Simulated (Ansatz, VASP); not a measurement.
## Cross-check of CeO2 between VASP and Ansatz

Wanted: the spread between two codes on one cell, functional and k mesh. Of the first pair: The cell is taken from a series of runs on this material, whose earlier steps may have relaxed, scaled, displaced or heated it; both programs get it as it stands.

Method: plane waves, with VASP 6.6.1 beside it; relaxation of cell and atoms at PBEsol and single point at PBEsol, in Ansatz 0.2.0.

## Step 1: The starting structure

Symmetry: Fm-3m, No. 225, cubic system. Conventional cell: a = 5.410 Å, b = 5.410 Å, c = 5.410 Å, α = 90.00°, β = 90.00°, γ = 90.00°. Nearest to Ce lie 8 O at 2.34 Å. O has 4 Ce at 2.34 Å nearest. Farther neighbours and most contacts between anions are not listed.

As a file:

```cif
data_structure
_symmetry_space_group_name_H-M 'Fm-3m'
_symmetry_Int_Tables_number 225
_cell_length_a 5.4100
_cell_length_b 5.4100
_cell_length_c 5.4100
_cell_angle_alpha 90.000
_cell_angle_beta 90.000
_cell_angle_gamma 90.000
_cell_volume 158.34
loop_
_atom_site_label
_atom_site_type_symbol
_atom_site_symmetry_multiplicity
_atom_site_Wyckoff_symbol
_atom_site_fract_x
_atom_site_fract_y
_atom_site_fract_z
_atom_site_occupancy
Ce1 Ce 4 a 0.00000 0.00000 0.00000 1
O1 O 8 c 0.25000 0.75000 0.75000 1
```

## Step 2: VASP: relaxation of cell and atoms, PBEsol

The relaxed volume is the usual yardstick between codes: in a stiff, nearly cubic crystal its relative difference is about their pressure difference at one cell divided by the bulk modulus.

Lines of VASP's logs that name or quote its potential files are left out, and so is its time.

INCAR

```
SYSTEM = CeO2
PREC = Accurate
ENCUT = 600
EDIFF = 1E-07
NELM = 200
ISMEAR = -1
SIGMA = 0.02
LREAL = .FALSE.
ALGO = Normal
GGA = PS
NBANDS = 18
LASPH = .TRUE.
LORBIT = 11
LWAVE = .FALSE.
LCHARG = .FALSE.
ISIF = 3
IBRION = 2
NSW = 80
EDIFFG = -0.005
GGA_COMPAT = .FALSE.
NELMIN = 4
EFERMI = MIDGAP
LMAXMIX = 6
KPAR = 2
```

POSCAR

```
CeO2
1.0
    0.0000000000      2.7050000000      2.7050000000
    2.7050000000      0.0000000000      2.7050000000
    2.7050000000      2.7050000000      0.0000000000
Ce O
1 2
Direct
    0.0000000000      0.0000000000      0.0000000000
    0.2500000000      0.2500000000      0.2500000000
    0.7500000000      0.7500000000      0.7500000000
```

KPOINTS

```
Automatic mesh
0
Gamma
9 9 9
0 0 0
```

The projector-augmented-wave data sets are Ce and O (PBE family, release 64).

On the command line:

```sh
> mpirun -np 2 vasp_std
```

Numbers of over 12 decimals in the logs are rounded to 6 here.

Output:

```text
[banner, memory and clock lines left out]
running    2 mpi-ranks, on    1 nodes
 distrk:  each k-point on    1 cores,    2 groups
 distr:  one band on    1 cores,    1 groups

 POSCAR found type information on POSCAR CeO
 POSCAR found :  2 types and       3 ions
|                                                                             |
|               ----> ADVICE to this user running VASP <----                  |
|                                                                             |
|     You enforced a specific xc type in the INCAR file but a different       |
|     [... a line on the potential file left out ...]
|     I HOPE YOU KNOW WHAT YOU ARE DOING!                                     |
|                                                                             |

 LDA part: xc-table for (Slater+PW92), standard interpolation
 POSCAR, INCAR and KPOINTS ok, starting setup
 FFT: planning ... GRIDC
 FFT: planning ... GRID_SOFT
 FFT: planning ... GRID
 WAVECAR not read
 entering main loop
       N       E                     dE             d eps       ncg     rms          rms(c)
DAV:   1     0.238424123876E+03    0.23842E+03   -0.12711E+04  1284   0.200E+03
DAV:   2     0.135404993661E+02   -0.22488E+03   -0.20218E+03  1592   0.309E+02
DAV:   3    -0.311213615473E+02   -0.44662E+02   -0.40166E+02  1664   0.156E+02
DAV:   4    -0.325771577350E+02   -0.14558E+01   -0.14547E+01  1732   0.303E+01
DAV:   5    -0.326708970432E+02   -0.93739E-01   -0.93717E-01  2176   0.596E+00    0.319E+01
DAV:   6    -0.304803232115E+02    0.21906E+01   -0.65014E+01  1800   0.516E+01    0.232E+01
DAV:   7    -0.293953890444E+02    0.10849E+01   -0.74055E+01  1864   0.103E+02    0.213E+01
DAV:   8    -0.285578256489E+02    0.83756E+00   -0.30087E+00  1640   0.149E+01    0.132E+01
DAV:   9    -0.275646695522E+02    0.99316E+00   -0.46207E+00  1828   0.189E+01    0.183E+00
DAV:  10    -0.275624092786E+02    0.22603E-02   -0.22995E-01  1956   0.329E+00    0.963E-01
DAV:  11    -0.275546021153E+02    0.78072E-02   -0.36605E-02  1814   0.203E+00    0.143E+00
DAV:  12    -0.275565283804E+02   -0.19263E-02   -0.41581E-02  1942   0.201E+00    0.671E-01
DAV:  13    -0.275491322465E+02    0.73961E-02   -0.75798E-02  1686   0.301E+00    0.551E-01
DAV:  14    -0.275496558837E+02   -0.52364E-03   -0.37693E-03  2132   0.325E-01    0.554E-01
DAV:  15    -0.275485135191E+02    0.11424E-02   -0.20147E-03  1644   0.513E-01    0.303E-01
DAV:  16    -0.275481976281E+02    0.31589E-03   -0.13179E-03  1910   0.385E-01    0.919E-02
DAV:  17    -0.275482078618E+02   -0.10234E-04   -0.81555E-05  1922   0.772E-02    0.730E-02
DAV:  18    -0.275482068007E+02    0.10611E-05   -0.66620E-06  1816   0.178E-02    0.399E-02
DAV:  19    -0.275481994880E+02    0.73127E-05   -0.23386E-05  1834   0.534E-02    0.728E-03
DAV:  20    -0.275481993141E+02    0.17397E-06   -0.10608E-06  2044   0.737E-03    0.440E-03
DAV:  21    -0.275481992419E+02    0.72169E-07   -0.78929E-08   982   0.301E-03
   1 F= -.27548199E+02 E0= -.27548199E+02  d E =-.275482E+02
 curvature:   0.00 expect dE= 0.000E+00 dE for cont linesearch  0.000E+00
 trial: gam= 0.00000 g(F)=  0.118E-47 g(S)=  0.514E-02 ort = 0.000E+00 (trialstep = 0.100E+01)
 search vector abs. value=  0.514E-02
 bond charge predicted
       N       E                     dE             d eps       ncg     rms          rms(c)
DAV:   1    -0.275938417738E+02   -0.45642E-01   -0.11566E+00  1308   0.105E+01    0.362E+00
DAV:   2    -0.275637889216E+02    0.30053E-01   -0.26745E-01  1716   0.593E+00    0.117E+00
DAV:   3    -0.275574637151E+02    0.63252E-02   -0.22504E-01  1826   0.469E+00    0.133E+00
DAV:   4    -0.275475301245E+02    0.99336E-02   -0.43188E-02  1808   0.226E+00    0.118E-01
DAV:   5    -0.275474490326E+02    0.81092E-04   -0.44193E-03  2172   0.378E-01    0.998E-02
DAV:   6    -0.275474675702E+02   -0.18538E-04   -0.41415E-04  1836   0.155E-01    0.600E-02
DAV:   7    -0.275475701682E+02   -0.10260E-03   -0.92503E-05  2028   0.772E-02    0.330E-02
DAV:   8    -0.275475511653E+02    0.19003E-04   -0.77640E-05  2332   0.346E-02    0.196E-02
DAV:   9    -0.275475496612E+02    0.15041E-05   -0.33766E-06  1694   0.130E-02    0.119E-02
DAV:  10    -0.275475487475E+02    0.91373E-06   -0.28047E-06  1860   0.162E-02    0.364E-03
DAV:  11    -0.275475489652E+02   -0.21776E-06   -0.10509E-07   838   0.378E-03    0.699E-04
DAV:  12    -0.275475489728E+02   -0.75711E-08   -0.16746E-08   688   0.136E-03
   2 F= -.27547549E+02 E0= -.27547549E+02  d E =0.650269E-03
 trial-energy change:    0.000650  1 .order    0.000712   -0.005143    0.006567
 step:   0.4470(harm=  0.4392)  dis= 0.00000  next Energy=   -27.549354 (dE=-0.115E-02)
 bond charge predicted
       N       E                     dE             d eps       ncg     rms          rms(c)
DAV:   1    -0.275638616272E+02   -0.16313E-01   -0.35357E-01  1308   0.575E+00    0.205E+00
DAV:   2    -0.275569734485E+02    0.68882E-02   -0.10911E-01  1740   0.391E+00    0.806E-01
DAV:   3    -0.275519069366E+02    0.50665E-02   -0.82060E-02  1822   0.275E+00    0.716E-01
DAV:   4    -0.275493764794E+02    0.25305E-02   -0.13364E-02  1810   0.127E+00    0.550E-02
DAV:   5    -0.275493402052E+02    0.36274E-04   -0.86425E-04  2010   0.184E-01    0.741E-02
DAV:   6    -0.275493535953E+02   -0.13390E-04   -0.10313E-04  1826   0.683E-02    0.244E-02
DAV:   7    -0.275493663387E+02   -0.12743E-04   -0.77825E-05  2044   0.559E-02    0.311E-02
DAV:   8    -0.275493623392E+02    0.39995E-05   -0.10572E-05  2404   0.183E-02    0.689E-03
DAV:   9    -0.275493624213E+02   -0.82119E-07   -0.23577E-07  1156   0.395E-03
   3 F= -.27549362E+02 E0= -.27549362E+02  d E =-.116318E-02
 curvature:  -0.22 expect dE=-0.274E-06 dE for cont linesearch -0.274E-06
 trial: gam=-0.01534 g(F)=  0.382E-47 g(S)=  0.125E-05 ort = 0.801E-04 (trialstep = 0.889E+00)
 search vector abs. value=  0.403E-09
 reached required accuracy - stopping structural energy minimisation
```

Parts of OUTCAR (step 2):

```text
ion  position               nearest neighbor table
   1  0.000  0.000  0.000-   3 2.34   3 2.34   3 2.34   2 2.34   3 2.34   2 2.34   2 2.34   2 2.34

  LATTYP: Found a face centered cubic cell.
 ALAT       =     5.4100000000

 Subroutine GETGRP returns: Found 48 space group operations
 (whereof 48 operations were pure point group operations)

The static configuration has the point symmetry O_h .

 Found     35 irreducible k-points:

   k-points           NKPTS =     35   k-points in BZ     NKDIM =     35   number of bands    NBANDS=     18

   dimension x,y,z NGX =    32 NGY =   32 NGZ =   32
   dimension x,y,z NGXF=    64 NGYF=   64 NGZF=   64

   ENCUT  =  600.0 eV  44.10 Ry    6.64 a.u.   7.64  7.64  7.64*2*pi/ulx,y,z

   NELECT =      24.0000    total number of electrons

 k-points in reciprocal lattice and weights: Automatic mesh
   0.00000000  0.00000000  0.00000000       0.001
   0.11111111  0.00000000  0.00000000       0.011
   0.22222222  0.00000000  0.00000000       0.011
   0.33333333  0.00000000  0.00000000       0.011
   0.44444444  0.00000000  0.00000000       0.011
   0.11111111  0.11111111  0.00000000       0.008
   0.22222222  0.11111111  0.00000000       0.033
   0.33333333  0.11111111  0.00000000       0.033
   0.44444444  0.11111111  0.00000000       0.033
[...]
-0.33333333  0.44444444  0.11111111       0.033
  -0.33333333  0.44444444  0.22222222       0.033

 average (electrostatic) potential at core
       1 -76.9195       2 -67.9456       3 -67.9456

 E-fermi :   6.2638

 k-point     1 :       0.0000    0.0000    0.0000
  band No.  band energies     occupation
    ...
      8       1.3086      2.00000
      9       1.3086      2.00000
     10       4.6448      2.00000
     11       4.6448      2.00000
     12       4.6448      2.00000
     13       7.5973      0.00000
     14       7.5973      0.00000
     15       7.5973      0.00000
     16       7.8764      0.00000
     17       8.2847      0.00000
    ...

 k-point     2 :       0.1111    0.0000    0.0000
  band No.  band energies     occupation
    ...
      8       1.4273      2.00000
      9       1.6358      2.00000
     10       4.5267      2.00000
     11       4.5974      2.00000
     12       4.5974      2.00000
     13       7.5845      0.00000
     14       7.5845      0.00000
     15       7.5984      0.00000
     16       7.8919      0.00000
     17       8.1723      0.00000
    ...

 k-point     3 :       0.2222    0.0000    0.0000
  band No.  band energies     occupation
    ...
      8       1.7179      2.00000
      9       2.4434      2.00000
     10       4.2943      2.00000
     11       4.5001      2.00000
     12       4.5001      2.00000
     13       7.5430      0.00000
     14       7.5430      0.00000
     15       7.6014      0.00000
     16       7.8623      0.00000
     17       7.9898      0.00000
    ...

  Total       -0.0050881     -0.0050881     -0.0050881     -0.0000000      0.0000000      0.0000000
  in kB       -0.2073939     -0.2073939     -0.2073939     -0.0000000      0.0000000      0.0000000
  external PRESSURE =      -0.2073939 kB  Pullay stress =       0.0000000 kB

  energy-cutoff  :      600.00
  volume of cell :       39.31
      direct lattice vectors                 reciprocal lattice vectors
    -0.000000000  2.698651532  2.698651532    -0.185277719  0.185277719  0.185277719
     2.698651532 -0.000000000  2.698651532     0.185277719 -0.185277719  0.185277719
     2.698651532  2.698651532 -0.000000000     0.185277719  0.185277719 -0.185277719

 POSITION                                       TOTAL-FORCE (eV/Angst)
 -----------------------------------------------------------------------------------
      0.00000      0.00000      0.00000        -0.000000     -0.000000      0.000000
      1.34933      1.34933      1.34933        -0.000000     -0.000000     -0.000000
      4.04798      4.04798      4.04798         0.000000      0.000000      0.000000
 -----------------------------------------------------------------------------------
    total drift:                                0.000000     -0.000000      0.000000

  FREE ENERGIE OF THE ION-ELECTRON SYSTEM (eV)
  ---------------------------------------------------
  free  energy   TOTEN  =       -27.5493624213 eV

  energy  without entropy=      -27.5493624213  energy(sigma->0) =      -27.54936242

 reached required accuracy - stopping structural energy minimisation

 total charge
# of ion       s       p       d       f       tot
--------------------------------------------------
    1        2.015   5.793   0.918   0.965   9.691
    2        1.569   3.427   0.000   0.000   4.996
    3        1.569   3.427   0.000   0.000   4.996
--------------------------------------------------
tot          5.153  12.648   0.918   0.965  19.683

[... 3 further parts left out ...]
```

This run has no spin polarisation, so a moment on Ce, if there is one, isn't seen. The gap is read on the k-mesh alone, so it is an upper bound where the band edges lie off the mesh. Without U or exact exchange, f electrons of an open shell come out too delocalised. The PAW data sets were made with PBE, which is usual practice but a small mismatch for other functionals. The run keeps the 48 symmetry operations of its start, so it cannot find a distortion of lower symmetry.

## Step 3: Ansatz: relaxation of cell and atoms, PBEsol

Ansatz runs on its PAW soft_1 files.

The same cell, functional, mesh and smearing now go to Ansatz.

input.yaml

```yaml
crystal:
  lattice:
    - [0.0, 2.705, 2.705]
    - [2.705, 0.0, 2.705]
    - [2.705, 2.705, 0.0]
  atoms:
    - { symbol: Ce, position: [0.0, 0.0, 0.0] }
    - { symbol: O, position: [0.25, 0.25, 0.25] }
    - { symbol: O, position: [0.75, 0.75, 0.75] }
kpoints:
  mp_grid: { grid: [9, 9, 9] }
scf:
  occupations: { method: fermi_dirac, width: 0.02 }
hamiltonian:
  xc: pbesol
  pseudopotentials: { kind: paw, azcp: { folder: soft_1 }, xc_functional: pbe }
basis:
  ecutwfc: 600
output:
  forces: true
  stress: true
relax:
  f_tol: 0.005
  max_steps: 70
  cell: { stress_tol: 0.02, p_target: 0 }
```

On the command line:

```sh
> ansatz run input.yaml --threads 4 --pin off --max-ram 10240MiB --backend cpu --events-out ev --progress --plain --runs-dir out
```

Output:

```text
band count auto-derived: 22 (N_el = 24.0; filled up to band 12; 16 by the electrons, moments and atoms)
Engine: ansatz 0.2.0, x86_64-unknown-linux-gnu
Pseudopotentials: kind: paw
Pseudopotential: Ce, paw, valence charge 12, recommended cutoff 420 eV (normal), soft_1/Ce.paw.azcp
Pseudopotential: O, paw, valence charge 6, recommended cutoff 420 eV (normal), soft_1/O.paw.azcp
Functional definition: PBEsol
  exchange = pbesol_x
  correlation = pbesol_c
Crystal: 3 atoms, lattice volume = 39.585 Å³
Basis set: ecut = 600 eV, 1363 PW (Γ), exchange–correlation on 64×64×64 points (8 copies of the dense FFT grid, shifted against one another)
Bands: 22, of which v1, the nominal top of the filled ones, is band 12 counted from 1 (11 counted from 0)
Symmetry: 48 space group operations
Space group: Fm-3m (ITA 225), of the structure as read, at distance tolerance 3.4e-5 Å
k-points: 35 of 729
Non-local potential: Ce, projectors of the file, l = 0: 3, l = 1: 2, l = 2: 2, l = 3: 3
Non-local potential: O, projectors of the file, l = 0: 2, l = 1: 2, l = 2: 1
PAW form: soft (Blöchl's): semilocal exchange-correlation on the pseudo side does not see the compensation charge
PAW frozen core: Ce, regenerated for the run's functional, and the local potential with it (the file was generated under x = pbe(κ = 0.804, μ = 0.219515), c = pbe(β = 0.066725))
PAW frozen core: O, regenerated for the run's functional, and the local potential with it (the file was generated under x = pbe(κ = 0.804, μ = 0.219515), c = pbe(β = 0.066725))
PAW one-centre angular grid: Ce, 590 points (default); XC on 64 Gauss nodes
PAW one-centre angular grid: O, 110 points (default); XC on 64 Gauss nodes
Initial density: superposition of atomic densities (chi_scale 0.1, normalization cell, long waves kept (reshape's long-wave potential 0.00 eV rms))
Initial wavefunctions: pseudopotential atomic-orbital guess
Functional: x = pbesol(κ = 0.804, μ = 0.123457), c = pbesol(β = 0.046)
SCF iter   1: F=—  HF=-7612.253092 eV  |F-HF|=—  |Δ(HF+E_count)|=         —  Δρ=5.49e-2  dr2=8.40e-1  ethr=3.10e-3  ⟨swp⟩=5.6  Hψ=3112  notcnv=0
preconditioner: auto → none  [insulator: Δε(μ)=1.910 eV  Ē_g=11.835 eV  σ=0.020 eV  W_gap=1.00  n_scr=14 (ndim 8)  ℏωp=27.7 eV  f_vac=0.000  D(μ)=0.00/eV (n_scr^D=0)  ε∞_Penn≈6.5]
SCF iter   2: F=—  HF=-7612.117531 eV  |F-HF|=—  |Δ(HF+E_count)|=   1.36e-1  Δρ=2.03e-2  dr2=1.34e-1  ethr=3.10e-3  ⟨swp⟩=2.0  Hψ=1295  notcnv=0  defer=104
SCF iter   3: F=—  HF=-7612.124646 eV  |F-HF|=—  |Δ(HF+E_count)|=   7.11e-3  Δρ=5.25e-3  dr2=4.94e-3  ethr=5.60e-4  ⟨swp⟩=3.0  Hψ=1295  notcnv=0  defer=105
SCF iter   4: F=—  HF=-7612.125908 eV  |F-HF|=—  |Δ(HF+E_count)|=   1.26e-3  Δρ=1.21e-3  dr2=6.46e-4  ethr=2.06e-5  ⟨swp⟩=2.0  Hψ=1120  notcnv=0  defer=105
SCF iter   5: F=—  HF=-7612.125926 eV  |F-HF|=—  |Δ(HF+E_count)|=   1.78e-5  Δρ=1.06e-4  dr2=5.73e-6  ethr=2.69e-6  ⟨swp⟩=2.7  Hψ=1026  notcnv=0  defer=105
SCF iter   6: F=—  HF=-7612.125924 eV  |F-HF|=—  |Δ(HF+E_count)|=   1.42e-6  Δρ=1.13e-5  dr2=2.09e-8  ethr=4.17e-10  ⟨swp⟩=3.3  Hψ=2703  notcnv=0
SCF iter   7: F=-7612.125924 eV  HF=-7612.125924 eV  |F-HF|=1.20e-10  |Δ(HF+E_count)|=   4.64e-9  Δρ=1.02e-6  dr2=1.03e-10  ethr=8.73e-11  ⟨swp⟩=2.0  Hψ=2162  notcnv=0
SCF 1 converged in 7 iterations: F = -7612.125924 eV  dr2 = 1.03e-10
  greatest PAW one-centre occupation: 0.982 electrons in one spin orbital (limit 2), on the Ce atom at site 0 (counted from 0), in its partial waves of l = 0
relax step   1: F+E_penalty+E_count = -7612.12592420 eV  Δ(F+E_penalty+E_count) = +0.000e0 eV  max|allowed force component| = 2.313e-17 eV/Å  Δτ_max = 0.0000 Å  P = -1.208 GPa  Ω = 39.585 Å³  (7 SCF iters, dr2 threshold 1.00e-7 eV, accepted)
[...]
relax step   2: F+E_penalty+E_count = -7612.12644930 eV  Δ(F+E_penalty+E_count) = -5.251e-4 eV  max|allowed force component| = 1.064e-16 eV/Å  Δτ_max = 0.0000 Å  P = +0.856 GPa  Ω = 39.160 Å³  energy of the carried Pulay correction = +2.809e-5 eV  (5 SCF iters, dr2 threshold 3.00e-7 eV, accepted)
[...]
relax step   3: F+E_penalty+E_count = -7612.12689721 eV  Δ(F+E_penalty+E_count) = -4.479e-4 eV  max|allowed force component| = 1.419e-16 eV/Å  Δτ_max = 0.0000 Å  P = -0.011 GPa  Ω = 39.335 Å³  energy of the carried Pulay correction = +1.648e-5 eV  (5 SCF iters, dr2 threshold 3.00e-7 eV, accepted)
[...]
relax step   4: F+E_penalty+E_count = -7612.12688165 eV  Δ(F+E_penalty+E_count) = +1.556e-5 eV  max|allowed force component| = 1.527e-16 eV/Å  Δτ_max = 0.0000 Å  P = -0.010 GPa  Ω = 39.335 Å³  stress off target by 1.05e-2 GPa  SCF on the basis re-selected at this cell (its energy is not comparable with the rows above)  (5 SCF iters)
basis re-selected at this cell: Δ(F+E_penalty+E_count) = +1.556e-5 eV, ΔP = +0.001 GPa vs the last step (what re-selecting the basis moved, of the pressure what is left beyond the Pulay correction that the steps carried, after the strain that the cell walked since its last selection, with what the two solves' SCF thresholds leave and, on support functions, any second-order correction that the steps lacked; it is no m [...]
SCF converged after 5 iterations
Free energy (F): -7612.126882 eV
Harris-Foulkes:  -7612.126882 eV  (|F-HF|=5.46e-12)
Internal energy: -7612.126882 eV  (E = F + TS)
E sigma→0 (E₀):  -7612.126882 eV
Fermi energy:    11.751364 eV
--- Per-component energies (eV) ---
  E_band       = 21.573542
  E_kinetic    = 577.641422
  E_local      = -913.592608  (includes V_loc(G=0)·N_el)
  E_nonlocal   = 204.708593
  E_hartree    = 339.565386
  E_xc         = -290.161997
  E_vxc        = -357.054898  (∫ρ·V_xc dr)
  E_paw        = -5797.173890  (= ΣΔE_a)
  E_vpaw       = -169.260146  (= ΣTr[D̂ρ^β])
  E_aug_tail   = 0.000380  (compensation charges beyond the density's cutoff)
  E_ewald      = -1733.410592
  E_core_change = 0.296425  (= ΣΔE_core)
  E_smearing   = -0.000000  (= −TS)
  E_closure    = 0.000000  (closes the sum)
  Σ components = -7612.126882   (vs F -7612.126882, Δ=0.00e0)
--- Forces (eV/Å), atoms counted from 1 ---
  atom   1  Ce    -0.00000000     0.00000000    -0.00000000
  atom   2  O      0.00000000     0.00000000     0.00000000
  atom   3  O     -0.00000000    -0.00000000    -0.00000000
  max |Σ_I F_I| component: 4.63e-17 eV/Å
--- Stress (GPa, compression-positive) ---
       -0.010453       0.000000       0.000000
        0.000000      -0.010453       0.000000
        0.000000       0.000000      -0.010453
  P = ⅓ Tr σ = -0.0105 GPa (-0.105 kbar)
--- Relaxed structure (3 steps of the walk, 3 accepted, 1 SCFs on fresh bases) ---
  F+E_penalty+E_count = -7612.12688165 eV   max|allowed force component| = 1.527e-16 eV/Å   (the final SCF, on the basis selected at the relaxed cell)
  cell:  # Å, volume = 39.3350 Å³
    - [0, 2.699291, 2.699291]
    - [2.699291, 0, 2.699291]
    - [2.699291, 2.699291, 0]
  atoms:
    - { symbol: Ce, position: [0, 0, 0] }
    - { symbol: O, position: [0.250000, 0.250000, 0.250000] }
    - { symbol: O, position: [0.750000, 0.750000, 0.750000] }
```

## Step 4: Comparison

Known differences besides the potentials themselves: Ansatz makes its cores anew for this functional, VASP keeps those of its PBE data sets; Ansatz adds a Pulay correction to the stress that steers its cell, VASP none. Total energies have different zeros and are not compared.

Both answers:

| quantity | Ansatz | VASP | difference |
| --- | --- | --- | --- |
| volume (Å³) | 39.33 | 39.31 | +0.07 % |
| edge a after relaxation, in the typed setting (Å) | 3.817 | 3.817 | +0.02 % |

(Part 1 of 2 ends here.)

[Lines on the potential files, build, host, timing and source positions are cut from VASP's logs without a mark.]

[Logs are printed without paths, hosts, clocks, repeated set-up lines and the standing remarks that a program may print on its own settings, such as how far it seeks lower states.]

[Hosts, paths, dates, database ids (printed as entryN), source tags and the programs' standing remarks are cut or masked in the printed files.]
